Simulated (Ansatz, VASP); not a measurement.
**Al3Sb2P: VASP beside Ansatz**

```
Al Sb P
1.0
     3.69968    0.00000    0.00000
     0.00000    3.69968    0.00000
     0.00000    0.00000    8.05205
Al Sb P
3 2 1
Direct
  0.50000 0.00000 0.99831
  0.00000 0.50000 0.99831
  0.00000 0.00000 0.37926
  0.50000 0.50000 0.26656
  0.00000 0.00000 0.73394
  0.50000 0.50000 0.62362
```

Change from the starting cell: species swapped into the Zr2P3S type (P4mm, No. 99).

Alike in both runs: task single point; functional PBE; k mesh 6 × 6 × 2; occupations gaussian, width 0.1 eV; no spin polarisation.

|  | VASP | Ansatz |
| --- | --- | --- |
| version | VASP 6.6.1 | Ansatz 0.2.0 |
| potentials or method | VASP PAW PBE potentials, release 64 (Al, Sb, P) | scalar-relativistic, plane waves, PAW |
| plane-wave cutoff (eV) | 520 | 420 |
| valence electrons in the cell | 24 | 44 |

Ansatz gave:

- gap on the k mesh at the Fermi level (eV): none
- pressure (GPa): 14.8
- largest component of the traceless stress (GPa): 1.97
- rms of the force components (eV/Å): 0.378

Estimate VASP's values.

gap on the k mesh at the Fermi level (eV): none; pressure (GPa): 15.0; largest component of the traceless stress (GPa): 1.84; rms of the force components (eV/Å): 0.386.

Atom by atom the forces differ by 0.008 eV/Å (rms over components). A gap of «none» marks a metal or a gap that the smearing closes. The two sets of potentials don't hold the same shells in valence.

Caveats: the k mesh is coarse (spacing up to 0.39 Å⁻¹), so the values aren't converged; forces of over 1 eV/Å show positions far from the minimum, so gaps and moduli don't describe the material at rest. The runs have no spin-orbit coupling, so splittings on Sb are missing.
